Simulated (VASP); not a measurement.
These are PBEsol GGA, VASP's PBE PAW potentials (set 64) (plane waves; VASP 6.6.1) values and carry that method's errors.

VASP input:

**POSCAR**
```
La2O3
1
    1.9700000000    -3.4121400000     0.0000000000
    1.9700000000     3.4121400000     0.0000000000
    0.0000000000     0.0000000000     6.1300000000
La O
2 3
Direct
  0.3333330000   0.6666670000   0.2470000000
  0.6666670000   0.3333330000   0.7530000000
  0.0000000000   0.0000000000   0.0000000000
  0.3333330000   0.6666670000   0.6470000000
  0.6666670000   0.3333330000   0.3530000000
```

**INCAR**
```
EDIFF = 1E-6   # SCF stop (eV)
EDIFFG = -0.01
GGA = PS   # PBEsol
LWAVE = .FALSE.
LCHARG = .FALSE.
SIGMA = 0.05   # width (eV)
NELM = 100
LMAXMIX = 6   # l cut-off of mixed one-centre charges
LREAL = .FALSE.   # projection in real space or not
ALGO = Normal   # blocked Davidson
ISIF = 3   # ions, shape and volume
IBRION = 2   # conjugate gradients
ISMEAR = -1   # Fermi-Dirac
NSW = 50
SYSTEM = La2O3
LASPH = .TRUE.   # aspherical one-centre terms
PREC = Accurate
ENCUT = 400   # plane-wave cut-off (eV)
```

### KPOINTS
```
Automatic mesh
0
G
7 7 4
0 0 0
```

POTCAR, in this order: La O (PBE.64 set). Program: vasp_std.

Problem. What will the output report for the number of irreducible k-points (NKPTS), largest plane-wave count, number of space-group operations, FFT grid (NGX, NGY, NGZ)?

Solution. 
The number of irreducible k-points (NKPTS) is 28 and the largest plane-wave count is 1514. The number of space-group operations comes out as 12 and the FFT grid (NGX, NGY, NGZ) is 28 × 28 × 40.

The structure is a typed La2O3 crystal. This run relaxes it. Symmetry was kept, so distortions that lower it aren't found. The run is one of a series of settings (EDIFFG = -0.01, IBRION = 2, ISIF = 3, NSW = 50 against the base run), some of them coarse on purpose.
